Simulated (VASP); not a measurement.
# MnSiSe3 in VASP: the effect of functional

Crystal: MnSiSe3.

```
Mn Si Se
1.0
     4.83412    0.00000    0.00000
     0.00000    4.83412    0.00000
     0.00000    0.00000    4.83412
Mn Si Se
1 1 3
Direct
  0.00000 0.00000 0.00000
  0.50000 0.50000 0.50000
  0.00000 0.50000 0.50000
  0.50000 0.00000 0.50000
  0.50000 0.50000 0.00000
```

The cell was built by a generator and needn't be a form met in nature.

Alike in all runs:

* Program: VASP 6.6.1
* Task: band structure
* Cutoff: 520 eV
* k mesh: 5 × 5 × 5
* Occupations: fermi-dirac, width 0.05 eV
* Spin: collinear spin, ferromagnetic start
* Starting moments: [4.0, 0.0, 0.0, 0.0, 0.0] μB

```tsv
functional	potentials or basis	moment (μB)
LDA	VASP PAW LDA potentials, release 64 (Mn_pv, Si, Se)	5.19
PBE	VASP PAW PBE potentials, release 64 (Mn_pv, Si, Se)	5.28
PBEsol	VASP PAW PBE potentials, release 64 (Mn_pv, Si, Se)	5.29
RPBE	VASP PAW PBE potentials, release 64 (Mn_pv, Si, Se)	5.28
revPBE	VASP PAW PBE potentials, release 64 (Mn_pv, Si, Se)	5.29
BLYP	VASP PAW PBE potentials, release 64 (Mn_pv, Si, Se)	5.14
AM05	VASP PAW PBE potentials, release 64 (Mn_pv, Si, Se)	5.28
PW91	VASP PAW PBE potentials, release 64 (Mn_pv, Si, Se)	5.21
r2SCAN	VASP PAW PBE potentials, release 64 (Mn_pv, Si, Se)	5.36
SCAN	VASP PAW PBE potentials, release 64 (Mn_pv, Si, Se)	5.36
TPSS	VASP PAW PBE potentials, release 64 (Mn_pv, Si, Se)	5.26
TB-mBJ	VASP PAW PBE potentials, release 64 (Mn_pv, Si, Se)	?
```

Problem. What does the run with functional TB-mBJ give?

Solution. Moment 4.84 μB.

Caveats: a cell with one magnetic atom can't hold antiferromagnetic order, which such compounds often take.
